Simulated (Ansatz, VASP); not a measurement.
# Hg16Se11S5 (HgSe0.7S0.3, zinc blende) in two plane-wave programs, part 2 of 2

One calculation is typed for both programs; each brings its own data sets. How far apart do they land? The cell is invented: As first built, before any earlier steps moved the atoms (in the runner's words): 1x2x2 conventional cells of the HgSe type (32 atoms: 5 S, 11 Se, 16 Hg); Se/S share their sites, the best of 600 random draws by like-pair counts in two shells; start lattice by linear mixing of the end members' cells; atoms moved at random by 0.02 A. It may not be a known or stable phase. Of the first pair: The structure shown is the start of the Ansatz relaxation below; VASP solves that cell, so the two are compared at the walk's first step.

VASP 6.6.1 and Ansatz 0.2.0.

So far: The structure; Ansatz: relaxation, PBE.

### Step 3. VASP: single point, PBE, start cell, pair 1

Level of this step: PBE; plane waves and PAW (S, Se, Hg); invented cell (VASP).

The same cell, functional, mesh and smearing now go to VASP, with its own data sets.

Lines of VASP's logs that name or quote its potential files are left out, and so is its time.

The input, INCAR:

```
SYSTEM = Hg16Se11S5
PREC = Accurate
ENCUT = 400
EDIFF = 1E-06
NELM = 120
ISMEAR = 1
SIGMA = 0.15
LREAL = Auto
ALGO = Normal
GGA = PE
NBANDS = 168
LORBIT = 11
LWAVE = .FALSE.
LCHARG = .FALSE.
ISIF = 2
ISYM = 0
LASPH = .TRUE.
GGA_COMPAT = .FALSE.
EFERMI = MIDGAP
KPAR = 4
```

The input, POSCAR:

```
Hg16Se11S5
1.0
    6.0101100000      0.0000000000      0.0000000000
    0.0000000000     12.0202200000      0.0000000000
    0.0000000000      0.0000000000     12.0202200000
S Se Hg
5 11 16
Direct
    0.2411270343      0.1260126687      0.3745771708
    0.2450038352      0.3761578407      0.6249220064
    0.7598197038      0.3712993606      0.8736612142
    0.7501692981      0.6243562930      0.1260792232
    0.2529571006      0.6258038538      0.8751087750
    0.2476826547      0.3753092705      0.1264868696
    0.7504022389      0.1215119191      0.1278096408
    0.7483556873      0.3764739747      0.3741778437
    0.2536060072      0.1244569567      0.8774880992
    0.7543622330      0.1239328398      0.6201467194
    0.2511767671      0.6233579751      0.3766403610
    0.2512765989      0.8743933139      0.1234336809
    0.7471909832      0.8774465026      0.3766070837
    0.2492966019      0.8755496988      0.6265359536
    0.7494039211      0.6220019268      0.6277672122
    0.7489380394      0.8739939868      0.8750588592
    0.9968369963      0.9982096834      0.0003826885
    0.9976522892      0.2507275241      0.2506859275
    0.5066130237      0.9995740511      0.2501701300
    0.4982437925      0.2520086987      0.0008402508
    0.0013310904      0.0031779784      0.5005066463
    0.0009650406      0.2478490410      0.7471161094
    0.4983436243      0.0001996636      0.7482059397
    0.4968794248      0.2512932376      0.4990923627
    0.9981181709      0.4994667319      0.9982096834
    0.0029450376      0.7524238325      0.2517674385
    0.5051987401      0.4967463158      0.2515511363
    0.4996414375      0.7523406394      0.9989667410
    0.0028119286      0.5030190795      0.5010806791
    0.0005657134      0.7498115675      0.7509596330
    0.4995416057      0.4981522801      0.7511260193
    0.5057478149      0.7507599695      0.5018959720
```

The input, KPOINTS:

```
Points of the shifted mesh
16
Reciprocal
 0.1250000000  0.2500000000  0.2500000000 1
 0.1250000000  0.2500000000  0.7500000000 1
 0.1250000000  0.7500000000  0.2500000000 1
 0.1250000000  0.7500000000  0.7500000000 1
 0.3750000000  0.2500000000  0.2500000000 1
 0.3750000000  0.2500000000  0.7500000000 1
 0.3750000000  0.7500000000  0.2500000000 1
 0.3750000000  0.7500000000  0.7500000000 1
 0.6250000000  0.2500000000  0.2500000000 1
 0.6250000000  0.2500000000  0.7500000000 1
 0.6250000000  0.7500000000  0.2500000000 1
 0.6250000000  0.7500000000  0.7500000000 1
 0.8750000000  0.2500000000  0.2500000000 1
 0.8750000000  0.2500000000  0.7500000000 1
 0.8750000000  0.7500000000  0.2500000000 1
 0.8750000000  0.7500000000  0.7500000000 1
```

Potentials, in the order of the species: S, Se and Hg (PBE family, release 64).

Started as:

```sh
$ mpirun -np 4 vasp_std
```

Numbers of over 12 decimals in the logs are rounded to 6 here.

Log:

```text
[banner, memory and clock lines left out]
running    4 mpi-ranks, on    1 nodes
[...]
LDA part: xc-table for (Slater+PW92), standard interpolation
 POSCAR, INCAR and KPOINTS ok, starting setup
[...]
entering main loop
       N       E                     dE             d eps       ncg     rms          rms(c)
DAV:   1     0.193518394359E+04    0.19352E+04   -0.11658E+05  5376   0.126E+03
DAV:   2     0.696279583463E+02   -0.18656E+04   -0.18064E+04  5928   0.337E+02
DAV:   3    -0.689058314820E+02   -0.13853E+03   -0.13668E+03  6104   0.862E+01
DAV:   4    -0.718337202409E+02   -0.29279E+01   -0.29029E+01  5968   0.118E+01
[...]
DAV:  15    -0.660138123369E+02   -0.30820E-05   -0.12734E-05  5872   0.781E-03    0.983E-03
DAV:  16    -0.660138110880E+02    0.12489E-05   -0.39925E-06  4104   0.766E-03    0.190E-03
DAV:  17    -0.660138112098E+02   -0.12177E-06   -0.70523E-07  3072   0.180E-03
   1 F= -.66013811E+02 E0= -.66016733E+02  d E =0.876650E-02
```

Parts of OUTCAR (step 3):

```text
  Total       27.5165473     27.3787448     27.6306228      0.1980173     -0.3643557     -1.2594689
  in kB       50.7688432     50.5145935     50.9793158      0.3653477     -0.6722470     -2.3237574
  external PRESSURE =      50.7542509 kB  Pullay stress =       0.0000000 kB

 POSITION                                       TOTAL-FORCE (eV/Angst)
 -----------------------------------------------------------------------------------
      1.44920      1.51470      4.50250         0.364397     -0.060570     -0.027028
      1.47250      4.52150      7.51170         0.181957     -0.122603      0.062050
      4.56660      4.46310     10.50160        -0.307370      0.160206      0.052479
      4.50860      7.50490      1.51550        -0.005321      0.056394     -0.125399
      1.52030      7.52230     10.51900        -0.050161     -0.196124      0.041216
      1.48860      4.51130      1.52040         0.026600      0.118483     -0.140824
      4.51000      1.46060      1.53630         0.033591      0.474374     -0.324480
      4.49770      4.52530      4.49770         0.275025     -0.204137      0.433663
      1.52420      1.49600     10.54760        -0.134831      0.059949     -0.199982
      4.53380      1.48970      7.45430        -0.499840      0.317355      0.416944
      1.50960      7.49290      4.52730         0.160512      0.241255     -0.197304
      1.51020     10.51040      1.48370        -0.030313      0.057399      0.266548
      4.49070     10.54710      4.52690         0.217448     -0.227208      0.048424
      1.49830     10.52430      7.53110        -0.079020     -0.105119     -0.229162
[...]
-----------------------------------------------------------------------------------
    total drift:                               -0.010193     -0.012210      0.025741

  FREE ENERGIE OF THE ION-ELECTRON SYSTEM (eV)
  ---------------------------------------------------
  free  energy   TOTEN  =       -66.0138112098 eV

  energy  without entropy=      -66.0225777106  energy(sigma->0) =      -66.01673338

[... 3 further parts left out ...]
[key lines of the parts left out:]
E-fermi :   1.8385
```

Methfessel-Paxton smearing is not meant for a cell with a gap.

### Step 4. Comparison

Known differences besides the potentials themselves: the data sets hold 526 valence electrons in Ansatz (on its default PAW (the set named soft_2) files) and 288 in VASP; the cutoff is 420 eV in Ansatz and 400 eV in VASP (PREC = Accurate, projectors in real space). Total energies have different zeros and are not compared.

Forces on 7 of the 32 atoms, those with the largest forces and the largest differences (eV/Å; atoms numbered as in POSCAR):

```csv
atom,"Ansatz x, y, z","VASP x, y, z"
Se10,"-0.490, 0.312, 0.404","-0.500, 0.317, 0.417"
Hg19,"-0.712, 0.230, 0.317","-0.735, 0.235, 0.325"
Hg21,"0.542, -0.059, -0.455","0.557, -0.065, -0.468"
Hg24,"-0.588, -0.008, 0.002","-0.601, -0.008, 0.001"
Hg27,"0.055, 0.581, -0.509","0.052, 0.598, -0.524"
Hg28,"0.068, -0.809, 0.110","0.070, -0.831, 0.112"
Hg31,"-0.313, -0.378, 0.392","-0.321, -0.388, 0.402"
```

The forces differ by 7.3 meV/Å r.m.s., which is 2.6 % of the r.m.s. force of 0.275 eV/Å (both taken over all components).

### Step 5. Ansatz: relaxation, PBE

This run makes the geometry at which the two programs are then compared. The cell compared in this pair holds 942.13 Å³, against 868.37 Å³ for the pair before.

The structure compared here is the end of the Ansatz relaxation.

The input, input.yaml:

```yaml
crystal:
  lattice:
    - [6.01011, 0.0, 0.0]
    - [0.0, 12.02022, 0.0]
    - [0.0, 0.0, 12.02022]
  atoms:
    - { symbol: S, position: [0.24113, 0.12601, 0.37458] }
    - { symbol: S, position: [0.245, 0.37616, 0.62492] }
    - { symbol: S, position: [0.75982, 0.3713, 0.87366] }
    - { symbol: S, position: [0.75017, 0.62436, 0.12608] }
    - { symbol: S, position: [0.25296, 0.6258, 0.87511] }
    - { symbol: Se, position: [0.24769, 0.37531, 0.12649] }
    - { symbol: Se, position: [0.75041, 0.12151, 0.12781] }
    - { symbol: Se, position: [0.74836, 0.37647, 0.37418] }
    - { symbol: Se, position: [0.25361, 0.12446, 0.87749] }
    - { symbol: Se, position: [0.75437, 0.12393, 0.62015] }
    - { symbol: Se, position: [0.25117, 0.62336, 0.37664] }
    - { symbol: Se, position: [0.25127, 0.87439, 0.12343] }
    - { symbol: Se, position: [0.74719, 0.87745, 0.37661] }
    - { symbol: Se, position: [0.2493, 0.87555, 0.62654] }
    - { symbol: Se, position: [0.7494, 0.622, 0.62777] }
    - { symbol: Se, position: [0.74894, 0.87399, 0.87506] }
    - { symbol: Hg, position: [0.99684, 0.99821, 0.00038] }
    - { symbol: Hg, position: [0.99766, 0.25073, 0.25069] }
    - { symbol: Hg, position: [0.50662, 0.99957, 0.25017] }
    - { symbol: Hg, position: [0.49824, 0.25201, 0.00084] }
    - { symbol: Hg, position: [0.00133, 0.00318, 0.50051] }
    - { symbol: Hg, position: [0.00096, 0.24785, 0.74712] }
    - { symbol: Hg, position: [0.49835, 0.0002, 0.74821] }
    - { symbol: Hg, position: [0.49688, 0.25129, 0.49909] }
    - { symbol: Hg, position: [0.99812, 0.49947, 0.99821] }
    - { symbol: Hg, position: [0.00294, 0.75242, 0.25177] }
    - { symbol: Hg, position: [0.5052, 0.49675, 0.25155] }
    - { symbol: Hg, position: [0.49964, 0.75234, 0.99897] }
    - { symbol: Hg, position: [0.00281, 0.50302, 0.50108] }
    - { symbol: Hg, position: [0.00057, 0.74981, 0.75096] }
    - { symbol: Hg, position: [0.49954, 0.49815, 0.75113] }
    - { symbol: Hg, position: [0.50574, 0.75076, 0.5019] }
kpoints:
  mp_grid: { grid: [4, 2, 2], shift: [0.5, 0.5, 0.5] }
hamiltonian:
  xc: pbe
scf:
  occupations: { method: methfessel_paxton, width: 0.15 }
output:
  forces: true
  stress: true
relax:
  f_tol: 0.02
  max_steps: 45
  cell: { stress_tol: 0.1 }
```

Started as:

```sh
$ ansatz run input.yaml --threads 8 --pin off --max-ram 15360MiB --backend cpu --events-out ev --progress --plain --runs-dir out
```

Log:

```text
[...]
Crystal: 32 atoms, lattice volume = 868.375 Å³
Basis set: ecut = 420 eV, 16869 PW (Γ), exchange–correlation on 90×162×162 points (8 copies of the dense FFT grid, shifted against one another)
Bands: 316, of which v1, the nominal top of the filled ones, is band 263 counted from 1 (262 counted from 0)
Symmetry: 1 space group operations
[...]
- { symbol: Hg, position: [-0.00471466, 0.259168, 0.751547] }
    - { symbol: Hg, position: [0.504245, 2.662242218754331e-5, 0.750467] }
    - { symbol: Hg, position: [0.482772, 0.252338, 0.501892] }
[...]
- { symbol: Hg, position: [0.00930228, 0.495628, 0.504420] }
    - { symbol: Hg, position: [0.011014, 0.743938, 0.755110] }
    - { symbol: Hg, position: [0.490406, 0.496011, 0.753287] }
    - { symbol: Hg, position: [0.503991, 0.748526, 0.500744] }
[key lines of the parts left out:]
SCF converged after 8 iterations
Free energy (F): -285691.487670 eV
Fermi energy:    7.676521 eV
P = ⅓ Tr σ = -0.0123 GPa (-0.123 kbar)
```

### Step 6. VASP: single point, PBE, relaxed cell, pair 2

The same cell, functional, mesh and smearing now go to VASP, with its own data sets.

Edit INCAR of step 3 so:

```diff
@@ -2,3 +2,3 @@
 PREC = Accurate
-ENCUT = 400
+ENCUT = 500
 EDIFF = 1E-06
```

The input, POSCAR:

```
Hg16Se11S5
1.0
    6.1763230000      0.0000470000      0.0000940000
    0.0000950000     12.3509600000     -0.0020150000
    0.0001880000     -0.0020150000     12.3503640000
S Se Hg
5 11 16
Direct
    0.2510100000      0.1269800000      0.3768100000
    0.2497700000      0.3751300000      0.6284400000
    0.7498700000      0.3795100000      0.8739400000
    0.7498500000      0.6230400000      0.1206700000
    0.2503200000      0.6199000000      0.8766200000
    0.2498400000      0.3774700000      0.1230300000
    0.7496300000      0.1271300000      0.1261000000
    0.7498600000      0.3739200000      0.3767700000
    0.2502500000      0.1291500000      0.8739300000
    0.7505600000      0.1293100000      0.6243800000
    0.2501800000      0.6231700000      0.3736400000
    0.2516900000      0.8722600000      0.1252200000
    0.7516400000      0.8757300000      0.3737600000
    0.2491900000      0.8743900000      0.6256600000
    0.7503900000      0.6209200000      0.6289400000
    0.7505700000      0.8709500000      0.8766600000
    0.0017000000      0.0005500000      0.0003300000
    0.0103400000      0.2480200000      0.2535100000
    0.4911400000      0.0042900000      0.2537600000
    0.5109200000      0.2561400000      0.9957800000
    0.0063700000      0.0042400000      0.4973100000
    0.9952900000      0.2591700000      0.7515500000
    0.5042400000      0.0000300000      0.7504700000
    0.4827700000      0.2523400000      0.5018900000
    0.9922100000      0.5020100000      0.9968100000
    0.9892800000      0.7441800000      0.2446800000
    0.5125600000      0.5027100000      0.2459100000
    0.4960900000      0.7410900000      0.9989700000
    0.0093000000      0.4956300000      0.5044200000
    0.0110100000      0.7439400000      0.7551100000
    0.4904100000      0.4960100000      0.7532900000
    0.5039900000      0.7485300000      0.5007400000
```

KPOINTS is that of step 3.

Started as:

```sh
$ mpirun -np 4 vasp_std
```

Log:

```text
[banner, memory and clock lines left out]
running    4 mpi-ranks, on    1 nodes
[...]
|                                                                             |
|           W    W    AA    RRRRR   N    N  II  N    N   GGGG   !!!           |
|           W    W   A  A   R    R  NN   N  II  NN   N  G    G  !!!           |
|           W    W  A    A  R    R  N N  N  II  N N  N  G       !!!           |
|           W WW W  AAAAAA  RRRRR   N  N N  II  N  N N  G  GGG   !            |
|           WW  WW  A    A  R   R   N   NN  II  N   NN  G    G                |
|           W    W  A    A  R    R  N    N  II  N    N   GGGG   !!!           |
|                                                                             |
|     Inconsistent Bravais lattice types found for crystalline and            |
|     reciprocal lattice:                                                     |
|                                                                             |
|        Crystalline: triclinic                                               |
[...]
|                                                                             |
|     Suggested SOLUTIONS:                                                    |
|      ) Refine the lattice parameters of your structure,                     |
|      ) and/or try changing SYMPREC.                                         |
|                                                                             |

 LDA part: xc-table for (Slater+PW92), standard interpolation
 POSCAR, INCAR and KPOINTS ok, starting setup
[...]
entering main loop
       N       E                     dE             d eps       ncg     rms          rms(c)
DAV:   1     0.213549476691E+04    0.21355E+04   -0.12940E+05  5376   0.149E+03
DAV:   2     0.961582119870E+02   -0.20393E+04   -0.19688E+04  5880   0.357E+02
DAV:   3    -0.695056811252E+02   -0.16566E+03   -0.16326E+03  6152   0.941E+01
DAV:   4    -0.731992847235E+02   -0.36936E+01   -0.36545E+01  5904   0.132E+01
[...]
DAV:  14    -0.676357960817E+02   -0.78950E-05   -0.27978E-05  5864   0.160E-02    0.203E-02
DAV:  15    -0.676357962439E+02   -0.16216E-06   -0.10501E-05  5048   0.655E-03    0.740E-03
DAV:  16    -0.676357965233E+02   -0.27943E-06   -0.12419E-06  3136   0.260E-03
   1 F= -.67635797E+02 E0= -.67638786E+02  d E =0.896702E-02
```

From OUTCAR (step 6):

```text
  Total        1.1459949      1.0698101      1.0571476     -0.0026992     -0.0248716      0.0109431
  in kB        1.9488698      1.8193105      1.7977766     -0.0045902     -0.0422964      0.0186098
  external PRESSURE =       1.8553190 kB  Pullay stress =       0.0000000 kB

 POSITION                                       TOTAL-FORCE (eV/Angst)
 -----------------------------------------------------------------------------------
      1.55040      1.56758      4.65351         0.001123      0.003581      0.005053
      1.54281      4.63196      7.76073         0.003654      0.006162      0.002457
      4.63164      4.68559     10.79278         0.001166     -0.004846     -0.002228
      4.63140      7.69493      1.48913         0.003199     -0.005115     -0.004754
      1.54628      7.65461     10.82535         0.004058     -0.004142      0.002509
      1.54315      4.66188      1.51873        -0.000911     -0.002171      0.001876
      4.62999      1.56996      1.55720        -0.003824      0.001948      0.001381
      4.63148      4.61755      4.65256        -0.003163      0.002306      0.000772
      1.54580      1.59338     10.79312        -0.001177     -0.000908      0.001888
      4.63583      1.59588      7.71113         0.003847      0.000942     -0.003294
      1.54532      7.69601      4.61336        -0.003669     -0.002039      0.002774
      1.55463     10.77301      1.54478         0.003532      0.001940      0.000489
      4.64252     10.81539      4.61438         0.002846     -0.000216     -0.000238
      1.53928     10.79831      7.72539        -0.005430     -0.001317      0.001092
[...]
-----------------------------------------------------------------------------------
    total drift:                               -0.007575      0.001438      0.002986

  FREE ENERGIE OF THE ION-ELECTRON SYSTEM (eV)
  ---------------------------------------------------
  free  energy   TOTEN  =       -67.6357965233 eV

  energy  without entropy=      -67.6447635454  energy(sigma->0) =      -67.63878553

[... 1 part as in an earlier step ...]

[... 2 further parts left out ...]
[key lines of the parts left out:]
E-fermi :   1.1034
```

The run ends at a pressure of 0.19 GPa, with forces up to 0.011 eV/Å.

### Step 7. Side by side

What differs besides the data sets and the points named for the pairs above, as far as they apply: the data sets hold 526 valence electrons in Ansatz (on its default PAW (the set named soft_2) files) and 288 in VASP; the cutoff is 420 eV in Ansatz and 500 eV in VASP (PREC = Accurate, projectors in real space); Ansatz's pressure holds a Pulay correction, VASP's none. Total energies have different zeros and are not compared.

Both answers:

| quantity | Ansatz | VASP | difference |
| --- | --- | --- | --- |
| pressure (GPa) | -0.01 | 0.19 | -0.20 |
| gap on the k mesh (eV) | 0.706 | 0.707 | -0.001 |

At this near-relaxed geometry the largest component of a force difference is 8 meV/Å. A gap on the mesh is an upper bound, since the band edges may lie between its points; neither run holds spin-orbit coupling, which can move the band edges of a compound of Hg.

### Step 8. Outcome

```json
{"r.m.s. force difference (single point, PBE, start cell, pair 1)": "2.6 % of the r.m.s. force", "difference in gap on the k mesh (single point, PBE, relaxed cell, pair 2)": "-8.1e-4 eV"}
```

In words: The r.m.s. force difference is 2.6 % of the r.m.s. force (single point, PBE, start cell, pair 1), within the 3 % picked in this series as the mark of a large difference. The data sets hold unlike numbers of valence electrons (526 in Ansatz and 288 in VASP), so part of the differences comes from the potentials. How closely two codes agree says nothing of how well the functional describes the real material.

[Lines on the potential files, build, host, timing and source positions are cut from VASP's logs without a mark.]

[Logs are printed without paths, hosts, clocks, repeated set-up lines and the standing remarks that a program may print on its own settings, such as how far it seeks lower states.]

[Hosts, paths, dates, database ids (printed as entryN), source tags and the programs' standing remarks are cut or masked in the printed files.]
